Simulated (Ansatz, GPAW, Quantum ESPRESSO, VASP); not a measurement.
# Code comparison for HfS₃ (P2_1/m, 8 atoms in the cell)

Self-consistent single point.

```yaml
crystal:
  lattice:
    - [5.11399, 0.00000, 0.00000]
    - [0.00000, 3.58484, 0.00000]
    - [-1.20118, 0.00000, 9.05401]
  atoms:
    - { symbol: Hf, position: [0.28558, 0.75000, 0.65136] }
    - { symbol: Hf, position: [0.71442, 0.25000, 0.34864] }
    - { symbol: S, position: [0.87573, 0.75000, 0.17818] }
    - { symbol: S, position: [0.12427, 0.25000, 0.82182] }
    - { symbol: S, position: [0.23770, 0.25000, 0.44810] }
    - { symbol: S, position: [0.76230, 0.75000, 0.55190] }
    - { symbol: S, position: [0.52716, 0.25000, 0.82195] }
    - { symbol: S, position: [0.47284, 0.75000, 0.17805] }
```

Shared settings, as Ansatz (an electronic-structure program) writes them: kpoints.mp_grid.grid = 3 4 2; scf.occupations.method = fixed. Potentials and cutoffs stand in the table.

```json
[
 {"code": "VASP", "model": "LDA (PZ), VASP's LDA PAW potentials (set 64)", "pressure (GPa)": "-3.61", "largest force (eV/Å)": "0.346", "gap on the mesh (eV)": "–", "cutoff": "300 eV"},
 {"code": "GPAW", "model": "LDA (Perdew-Wang 92), GPAW PAW datasets LDA (gpaw-data 1.0.1)", "pressure (GPa)": "-2.83", "largest force (eV/Å)": "0.498", "gap on the mesh (eV)": "0.921", "cutoff": "550 eV"},
 {"code": "Ansatz", "model": "LDA (PW92), default PAW files made with PBE", "pressure (GPa)": "-2.83", "largest force (eV/Å)": "0.464", "gap on the mesh (eV)": "0.915", "cutoff": "default"},
 {"code": "Quantum ESPRESSO", "model": "LDA (PW92), PseudoDojo standard norm-conserving (LDA) pseudopotentials", "pressure (GPa)": "-3.48", "largest force (eV/Å)": "0.427", "gap on the mesh (eV)": "0.935", "cutoff": "60 Ry"}
]
```

Size of the force on each atom (eV/Å): Sizes of forces hide their directions.

| code | Hf1 | Hf2 | S3 | S4 | S5 | S6 | S7 | S8 |
|---|---|---|---|---|---|---|---|---|
| VASP | 0.036 | 0.036 | 0.346 | 0.346 | 0.030 | 0.030 | 0.335 | 0.335 |
| GPAW | 0.052 | 0.052 | 0.498 | 0.498 | 0.043 | 0.043 | 0.489 | 0.489 |
| Ansatz | 0.041 | 0.041 | 0.464 | 0.464 | 0.039 | 0.039 | 0.455 | 0.455 |
| Quantum ESPRESSO | 0.031 | 0.031 | 0.427 | 0.427 | 0.009 | 0.009 | 0.414 | 0.414 |

A dash marks a value that a program does not give, or that is left out as unsure.

No gap is tabulated for VASP: it is not read from that output, or partly filled or unconverged empty levels leave it unsure.

Gaps are read on the mesh.

On Ansatz's run: spin-orbit coupling is off.

The spread over the programs that give each value: pressure within 0.78 GPa; largest force within 0.152 eV/Å; gap on the mesh within 0.020 eV.

Ansatz's pressure is given at a fixed set of plane waves, as the other plane-wave codes print theirs. The same LDA comes in different parametrisations, which differ slightly. In the force vectors, VASP (by 0.104) lies more than 0.08 eV/Å from the median of the plane-wave programs.

On the base mesh (4 5 2) the same programs gave: Quantum ESPRESSO pressure -3.51 GPa, gap on the mesh 0.926 eV; Ansatz pressure -2.86 GPa, gap on the mesh 0.906 eV; GPAW pressure -2.85 GPa, gap on the mesh 0.914 eV; VASP pressure -3.64 GPa.

VASP's run is marked for a possible Pulay error in its stress at this cutoff; no cutoff test was made.

VASP ran the fixed occupations as a Gaussian smearing of 0.01 eV.

The starting cell comes from a database of computed structures (which also holds hypothetical and non-ambient phases and stackings), without a prior relaxation at this level. Its lattice was rescaled by a random factor within 2.5 % of one.

Left out of this page: CP2K (on another mesh); SIESTA (not drawn, or without a comparable value).

Keys are those of Ansatz 0.2.
